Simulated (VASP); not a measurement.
Crystal: Ge.

```xyz
2
Lattice="0.0000 2.8289 2.8289 2.8289 0.0000 2.8289 2.8289 2.8289 0.0000" Properties=species:S:1:pos:R:3 pbc="T T T"
Ge    0.0000    0.0000    0.0000
Ge    1.4145    1.4145    1.4145
```

```yaml
Program: VASP 6.6.1
Task: relaxation of cell and atoms
Functional: PBE
Dispersion: D3(BJ)
Potentials_or_basis: VASP PAW PBE potentials, release 64 (Ge_d)
Cutoff: 600 eV
k_mesh: 10 × 10 × 10
Occupations: gaussian, width 0.03 eV
Spin: no spin polarisation
```

At the start: pressure 1.4 GPa; volume 22.64 Å³/atom.

Task: Where does the relaxation end?

Result: Over 4 steps the energy falls by 2.2 meV/atom and the volume is 23.14 Å³/atom (+2.2 %); space group Fd-3m (No. 227, to 0.05 Å).

Step by step:
| step | energy change (eV) | largest force (eV/Å) | pressure (GPa) | volume (Å³) |
| --- | --- | --- | --- | --- |
| 1 | 0.0000 | 0.0000 | 1.38 | 45.28 |
| 2 | -0.0041 | 0.0000 | -0.09 | 46.57 |
| 3 | -0.0044 | 0.0000 | -0.18 | 46.41 |
| 4 | -0.0044 | 0.0000 | 0.00 | 46.27 |

Final structure:
```yaml
crystal:
  lattice:
    - [0.00000, 2.84951, 2.84951]
    - [2.84951, 0.00000, 2.84951]
    - [2.84951, 2.84951, 0.00000]
  atoms:
    - { symbol: Ge, position: [0.00000, 0.00000, 0.00000] }
    - { symbol: Ge, position: [0.25000, 0.25000, 0.25000] }
```

Caveat: pairwise dispersion overbinds metals, which lowers pressure and volume.
